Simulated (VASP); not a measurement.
Input:

```
CELL_PARAMETERS angstrom
      4.30516     0.00000     0.00000
      0.00000     4.30516     0.00000
      0.00000     0.00000     4.30516
ATOMIC_POSITIONS crystal
  Cu 0.75000 0.25000 0.75000
  Cu 0.25000 0.75000 0.75000
  Cu 0.75000 0.75000 0.25000
  Cu 0.25000 0.25000 0.25000
  O  0.00000 0.00000 0.00000
  O  0.50000 0.50000 0.50000
```

These are PW91 GGA, VASP's PBE PAW potentials (set 64) (plane waves; VASP) values and carry that method's errors. Settings: 520 eV cut-off, 6×6×6 Γ-centred mesh, tetrahedra with Blöchl corrections, potentials Cu O.

The cores are frozen, which limits the accuracy of field gradients.

Question: Give the principal components of the electric field gradient (V/Å²) and the asymmetry η at each nucleus.

Answer: 
```json
[
 {"atom": "Cu1", "Vxx": "29.8", "Vyy": "29.8", "Vzz": "-59.5", "η": "0.00"},
 {"atom": "Cu2", "Vxx": "29.8", "Vyy": "29.8", "Vzz": "-59.5", "η": "0.00"},
 {"atom": "Cu3", "Vxx": "29.8", "Vyy": "29.8", "Vzz": "-59.5", "η": "0.00"},
 {"atom": "Cu4", "Vxx": "29.8", "Vyy": "29.8", "Vzz": "-59.5", "η": "0.00"},
 {"atom": "O5", "Vxx": "0.0", "Vyy": "0.0", "Vzz": "0.0", "η": "-"},
 {"atom": "O6", "Vxx": "0.0", "Vyy": "0.0", "Vzz": "0.0", "η": "-"}
]
```

The compound is Cu2O in the cuprite structure. It was relaxed first.
